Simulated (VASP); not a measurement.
Here is the system:

```
KNa3Br4
1.0
    0.00000     3.02675     3.02675
    3.02675     0.00000     3.02675
   12.18217    12.18217    -0.07516
Na Br K
3 4 1
Direct
  0.98372   0.98372   0.01221
  0.00000   0.00000   0.25000
  0.01628   0.01628   0.48779
  0.49214   0.49214   0.13089
  0.50786   0.50786   0.36911
  0.52616   0.52616   0.60538
  0.47384   0.47384   0.89462
  0.00000   0.00000   0.75000
```

Method: PBEsol GGA, VASP's PBE PAW potentials (set 64) (plane waves; VASP). Settings: 400 eV cut-off, 7×7×2 Γ-centred mesh, tetrahedra with Blöchl corrections, potentials Na_pv Br K_sv.

The cores are frozen, which limits the accuracy of field gradients.

Task: Give the principal components of the electric field gradient (V/Å²) and the asymmetry η at each nucleus.

Result: 
```
atom   Vxx   Vyy    Vzz     η
----  ----  ----  -----  ----
Na1   -0.5  -0.5    1.0  0.00
Na2   -0.5  -0.5    0.9  0.00
Na3   -0.5  -0.5    1.0  0.00
Br4    7.3   7.3  -14.6  0.00
Br5    7.3   7.3  -14.6  0.00
Br6   -5.0  -5.0    9.9  0.00
Br7   -5.0  -5.0    9.9  0.00
K8     5.2   5.2  -10.5  0.00
```

The structure was generated: KNa3Br4 was put into an ordered model structure (R-3m), which need not be its known phase. It was relaxed first.
